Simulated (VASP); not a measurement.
All values below come from PBEsol GGA, VASP's PBE PAW potentials (set 64) (plane waves; VASP).

The input files of a VASP run:

POSCAR:
```
Zn4O3S
1
    3.3678694444    -5.8446027220     0.0293348028
    1.6888191194     2.9251211583    -0.0000000043
    0.0235488593    -0.0135959453     5.4650305467
Zn S O
4 1 3
Direct
  0.3350074008   0.3350064008   0.4528280803
  0.1327938960   0.6327948960   0.0235118678
  0.8306418095   0.3306408095   0.5154615832
  0.6982060921   0.6982060921   0.0189858641
  0.3395471183   0.3395461183   0.8709439317
  0.1553266846   0.6553276846   0.3809352034
  0.8286805645   0.3286795645   0.8821991015
  0.6797984343   0.6797984343   0.3831343679
```

File KPOINTS:
```
Automatic mesh
0
Gamma
 4 7 4
0 0 0
```

INCAR:
```
SYSTEM = Zn4O3S
PREC = Accurate
ENCUT = 520
EDIFF = 1E-6
NELM = 100
ALGO = Normal
LREAL = .FALSE.
LASPH = .TRUE.
ISMEAR = 0
SIGMA = 0.05
GGA = PS
LMAXMIX = 4
LWAVE = .FALSE.
LCHARG = .FALSE.
IBRION = 2
ISIF = 3
NSW = 60
EDIFFG = -0.02
```

POTCAR, in this order: Zn S O (PBE.64 set). Program: vasp_std.

Output of the run:

File OSZICAR:
```
       N       E                     dE             d eps       ncg     rms          rms(c)
DAV:   1     0.705778691045E+03    0.70578E+03   -0.35023E+04  4988   0.233E+03
DAV:   2     0.702412162744E+02   -0.63554E+03   -0.61403E+03  5068   0.524E+02
DAV:   3    -0.348981274224E+02   -0.10514E+03   -0.10333E+03  5270   0.196E+02
DAV:   4    -0.408610088604E+02   -0.59629E+01   -0.59210E+01  6008   0.483E+01
DAV:   5    -0.409415604687E+02   -0.80552E-01   -0.80438E-01  5743   0.592E+00    0.191E+01
DAV:   6    -0.358778455304E+02    0.50637E+01   -0.19126E+01  8210   0.726E+01    0.129E+01
DAV:   7    -0.361576898834E+02   -0.27984E+00   -0.56401E+00  5233   0.178E+01    0.800E+00
DAV:   8    -0.362452207612E+02   -0.87531E-01   -0.24985E+00  7581   0.135E+01    0.308E+00
DAV:   9    -0.360554693229E+02    0.18975E+00   -0.73166E-01  7937   0.120E+01    0.812E-01
DAV:  10    -0.360721068054E+02   -0.16637E-01   -0.20424E-01  5266   0.244E+00    0.351E-01
DAV:  11    -0.360718457072E+02    0.26110E-03   -0.10663E-02  6831   0.835E-01    0.189E-01
DAV:  12    -0.360718364493E+02    0.92578E-05   -0.12644E-03  5876   0.403E-01    0.160E-01
DAV:  13    -0.360717403925E+02    0.96057E-04   -0.38052E-04  6111   0.162E-01    0.670E-02
DAV:  14    -0.360716898526E+02    0.50540E-04   -0.30563E-04  7233   0.223E-01    0.903E-03
DAV:  15    -0.360716975899E+02   -0.77373E-05   -0.76989E-05  5403   0.646E-02    0.133E-02
DAV:  16    -0.360716967523E+02    0.83765E-06   -0.20105E-06  3705   0.219E-02
   1 F= -.36071697E+02 E0= -.36071490E+02  d E =-.360717E+02
       N       E                     dE             d eps       ncg     rms          rms(c)
DAV:   1    -0.360739666176E+02   -0.22690E-02   -0.74377E-02  6099   0.296E+00    0.381E-01
DAV:   2    -0.360720350362E+02    0.19316E-02   -0.13331E-02  6147   0.160E+00    0.141E-01
DAV:   3    -0.360718426961E+02    0.19234E-03   -0.38035E-04  6951   0.319E-01    0.803E-02
DAV:   4    -0.360717658575E+02    0.76839E-04   -0.20783E-04  6839   0.144E-01    0.243E-02
DAV:   5    -0.360717611884E+02    0.46691E-05   -0.51260E-05  6298   0.918E-02    0.807E-03
DAV:   6    -0.360717608441E+02    0.34433E-06   -0.58505E-06  5440   0.498E-02
   2 F= -.36071761E+02 E0= -.36071560E+02  d E =-.640918E-04
```

OUTCAR:
```
------------------------ aborting loop because EDIFF is reached ----------------------------------------
  FORCE on cell =-STRESS in cart. coord.  units (eV):
  Direction    XX          YY          ZZ          XY          YZ          ZX
  --------------------------------------------------------------------------------------
  Total        0.1053243      0.1172966      0.0977581      0.0103682      0.0113488     -0.0196569
  in kB        1.5684003      1.7466814      1.4557309      0.1543952      0.1689972     -0.2927139
  external PRESSURE =       1.5902709 kB  Pullay stress =       0.0000000 kB
  volume of cell :      107.59
      direct lattice vectors                 reciprocal lattice vectors
     3.367096046 -5.840725183  0.029330706     0.148388405 -0.085672067 -0.000852720
     1.687333447  2.922547897 -0.000000004     0.296551193  0.170953316 -0.000852720
     0.023544445 -0.013593397  5.462865196    -0.000796713  0.000459983  0.183058702
 POSITION                                       TOTAL-FORCE (eV/Angst)
 -----------------------------------------------------------------------------------
      1.70346     -0.98350      2.48331        -0.006019      0.003475     -0.002005
      1.51672      1.07269      0.13091         0.004942     -0.002853     -0.016335
      3.36708     -3.89235      2.84040         0.003849     -0.002222      0.006034
      3.52972     -2.03789      0.12486        -0.000728      0.000420      0.014481
      1.73598     -1.00227      4.76826         0.009188     -0.005305     -0.009663
      1.63787      1.00275      2.08462        -0.002754      0.001590     -0.012564
      3.36526     -3.89130      4.84433        -0.002072      0.001196      0.006879
      3.44470     -1.98880      2.11362        -0.006407      0.003699      0.013174
 -----------------------------------------------------------------------------------
    total drift:                                0.002304      0.000400      0.000139
  FREE ENERGIE OF THE ION-ELECTRON SYSTEM (eV)
  ---------------------------------------------------
  free  energy   TOTEN  =       -36.0717608441 eV

  energy  without entropy=      -36.0713601455  energy(sigma->0) =      -36.07156049

 reached required accuracy - stopping structural energy minimisation
```
(Selected blocks of OUTCAR.)

CONTCAR:
```
Zn4O3S
   1.00000000000000
     3.3670960457153312   -5.8407251828338751    0.0293307055275385
     1.6873334467842802    2.9225478965243927   -0.0000000042955870
     0.0235444449727363   -0.0135933966718819    5.4628651958588357
  Zn              S               O
     4     1     3
Direct
     0.3349141753987920    0.3349131753987874    0.4527827786342552
     0.1330531112520731    0.6330541112520706    0.0232487245190327
     0.8306793852138420    0.3306783852138374    0.5154870725897751
     0.6982532017687069    0.6982532017687069    0.0191068830896826
     0.3394001301263949    0.3393991301263974    0.8710274288235215
     0.1553554924717094    0.6553564924717140    0.3807637555421461
     0.8286101859572821    0.3286091859572846    0.8823264358980278
     0.6797363179111964    0.6797363179111964    0.3832569208035630
```

The structure was generated: Zn4O3S was put into an ordered model structure (Pm), which need not be its known phase. This run relaxes it. Symmetry was kept, so distortions that lower it aren't found. The start is the result of an earlier pass.
